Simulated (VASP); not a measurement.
All values below come from PBEsol GGA, VASP's PBE PAW potentials (set 64) (plane waves; VASP 6.6.1).

Input for VASP

### INCAR
```
SYSTEM = Sr2H3I
PREC = Accurate
ENCUT = 300
EDIFF = 1E-6
NELM = 100
ALGO = Normal
LREAL = .FALSE.
LASPH = .TRUE.
ISMEAR = -1
SIGMA = 0.02
GGA = PS
LMAXMIX = 4
LWAVE = .FALSE.
LCHARG = .FALSE.
ISIF = 2
```

POSCAR:
```
Sr2H3I
4.242730
  1.0000000000   0.0000000000   0.0000000000
 -0.5000000000   0.8660254129   0.0000000000
  0.0000000000   0.0000000000   1.8108034214
Sr H I
2 3 1
direct
  0.6670590000   0.3315130000   0.6792340000
  0.3384140000   0.6753910000   0.3242270000
  0.0007220000   0.0015340000   0.4932070000
  0.6668690000   0.3185940000   0.3571350000
  0.3305130000   0.6718330000   0.6402660000
 -0.0035760000   0.0011350000   0.0059300000
```

File KPOINTS:
```
kpoints
0
G
  6 6 3
0 0 0
```

POTCAR, in this order: Sr_sv H I (PBE.64 set). Program: vasp_std.

Output of the run:

**OSZICAR**
```
       N       E                     dE             d eps       ncg     rms          rms(c)
DAV:   1     0.121208394514E+03    0.12121E+03   -0.10438E+04  2144   0.886E+02
DAV:   2    -0.111452577849E+02   -0.13235E+03   -0.12848E+03  2622   0.231E+02
DAV:   3    -0.217729087690E+02   -0.10628E+02   -0.10593E+02  3645   0.532E+01
DAV:   4    -0.221160245325E+02   -0.34312E+00   -0.34286E+00  3108   0.888E+00
DAV:   5    -0.221238817825E+02   -0.78572E-02   -0.78569E-02  3324   0.117E+00    0.243E+01
DAV:   6    -0.209862084908E+02    0.11377E+01   -0.12434E+00  2298   0.587E+00    0.146E+01
DAV:   7    -0.205738779102E+02    0.41233E+00   -0.25950E+00  2598   0.898E+00    0.244E+00
DAV:   8    -0.205852543164E+02   -0.11376E-01   -0.40395E-01  3104   0.300E+00    0.131E+00
DAV:   9    -0.205822111951E+02    0.30431E-02   -0.26454E-02  2897   0.764E-01    0.933E-01
DAV:  10    -0.205817495438E+02    0.46165E-03   -0.35365E-03  2912   0.340E-01    0.343E-01
DAV:  11    -0.205817347215E+02    0.14822E-04   -0.66084E-04  3111   0.145E-01    0.803E-02
DAV:  12    -0.205817368695E+02   -0.21480E-05   -0.70619E-05  3744   0.469E-02    0.404E-02
DAV:  13    -0.205817392266E+02   -0.23571E-05   -0.18191E-05  2837   0.233E-02    0.108E-02
DAV:  14    -0.205817389804E+02    0.24624E-06   -0.22983E-06  2093   0.888E-03
   1 F= -.20581739E+02 E0= -.20581739E+02  d E =-.724632E-13
```

### OUTCAR
```
------------------------ aborting loop because EDIFF is reached ----------------------------------------
  FORCE on cell =-STRESS in cart. coord.  units (eV):
  Direction    XX          YY          ZZ          XY          YZ          ZX
  --------------------------------------------------------------------------------------
  Total       -1.7054462     -1.3802160     -1.5482914      0.0307808      0.0123031      0.0205019
  in kB      -22.8144748    -18.4637327    -20.7121482      0.4117681      0.1645838      0.2742628
  external PRESSURE =     -20.6634519 kB  Pullay stress =       0.0000000 kB
  volume of cell :      119.77
      direct lattice vectors                 reciprocal lattice vectors
     4.242730000  0.000000000  0.000000000     0.235697299  0.136079897  0.000000000
    -2.121365000  3.674312000  0.000000000     0.000000000  0.272159795  0.000000000
     0.000000000  0.000000000  7.682750000     0.000000000  0.000000000  0.130161726
 POSITION                                       TOTAL-FORCE (eV/Angst)
 -----------------------------------------------------------------------------------
      2.12689      1.21808      5.21839        -0.052190      0.061074      0.037652
      0.00305      2.48160      2.49095         0.023915     -0.212603     -0.159692
     -0.00019      0.00564      3.78919         0.006579     -0.030041      0.106225
      2.15349      1.17061      2.74378        -0.076623      0.232592      0.076086
     -0.02293      2.46852      4.91900         0.071132     -0.057373      0.072310
      4.22515      0.00417      0.04556         0.027187      0.006351     -0.132581
 -----------------------------------------------------------------------------------
    total drift:                               -0.000178      0.000336      0.000079
  FREE ENERGIE OF THE ION-ELECTRON SYSTEM (eV)
  ---------------------------------------------------
  free  energy   TOTEN  =       -20.5817389804 eV

  energy  without entropy=      -20.5817389804  energy(sigma->0) =      -20.58173898
```
(Selected blocks of OUTCAR.)

At this cut-off the stress carries a Pulay error, which pulls relaxed volumes low.

The structure comes from a computed database's Sr2H3I entry; how it stands against other phases isn't given here. The cell was not relaxed at this level, atoms are displaced from their ideal sites.
